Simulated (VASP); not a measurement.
An input for Quantum ESPRESSO's pw.x (written as the equivalent of a VASP run, and not itself run):

```
&CONTROL
  calculation = 'vc-relax'
  pseudo_dir = './pseudo'
  outdir = './out'
  tprnfor = .true.
  tstress = .true.
  nstep = 40
  forc_conv_thr = 0.00078
/
&SYSTEM
  ibrav = 0
  nat = 7
  ntyp = 2
  ecutwfc = 110
  occupations = 'smearing'
  smearing = 'methfessel-paxton'
  degauss = 0.00735
  input_dft = 'pbesol'
/
&ELECTRONS
  conv_thr = 7.3e-08
  electron_maxstep = 100
/
&IONS
/
&CELL
  press = 100
/
ATOMIC_SPECIES
  La 138.905 La.upf
  B 10.810 B.upf
CELL_PARAMETERS angstrom
     4.0615929    0.0000000    0.0000000
     0.0000000    4.0615929   -0.0000000
     0.0000000    0.0000000    4.0615929
ATOMIC_POSITIONS crystal
  La   1.0000000  0.0000000  0.0000000
  B    0.8010370  0.5000000  0.5000000
  B    0.5000000  0.1989630  0.5000000
  B    0.5000000  0.8010370  0.5000000
  B    0.1989630  0.5000000  0.5000000
  B    0.5000000  0.5000000  0.8010370
  B    0.5000000  0.5000000  0.1989630
K_POINTS automatic
  8 8 8 0 0 0
```

Problem. Write the VASP files for the same calculation (PBEsol).

Solution. This is not unique; one that fits is 
INCAR:
```
SYSTEM = LaB6
PREC = Accurate
ENCUT = 620
EDIFF = 1E-6
NELM = 100
ALGO = Normal
LREAL = .FALSE.
LASPH = .TRUE.
ISMEAR = 1
SIGMA = 0.1
GGA = PS
LMAXMIX = 6
LWAVE = .FALSE.
LCHARG = .FALSE.
IBRION = 2
ISIF = 3
NSW = 40
EDIFFG = -0.02
PSTRESS = 100
```

File KPOINTS:
```
Automatic mesh
0
Gamma
8 8 8
0 0 0
```

File POSCAR:
```
LaB6
1.0
  4.0615928793   0.0000000000   0.0000000000
  0.0000000000   4.0615928793   0.0000000000
  0.0000000000   0.0000000000   4.0615928793
La B
1 6
Cartesian
  4.0615928793   0.0000000000   0.0000000000
  3.2534861038   2.0307964397   2.0307964397
  2.0307964397   0.8081067755   2.0307964397
  2.0307964397   3.2534861038   2.0307964397
  0.8081067755   2.0307964397   2.0307964397
  2.0307964397   2.0307964397   3.2534861038
  2.0307964397   2.0307964397   0.8081067755
```

POTCAR, in this order: La B (PBE.64 set). Program: vasp_std.

What does not carry over: the potentials are each code's own (VASP's PAW set, PseudoDojo norm-conserving files in pw.x), so ENCUT and ecutwfc are chosen apart and not converted; conv_thr bounds pw.x's estimated SCF error, while EDIFF bounds the energy change between steps; forc_conv_thr acts on force components and is met together with etot_conv_thr.

The compound is LaB6 in the cab6 structure. It was relaxed first under an external pressure of 10 GPa.
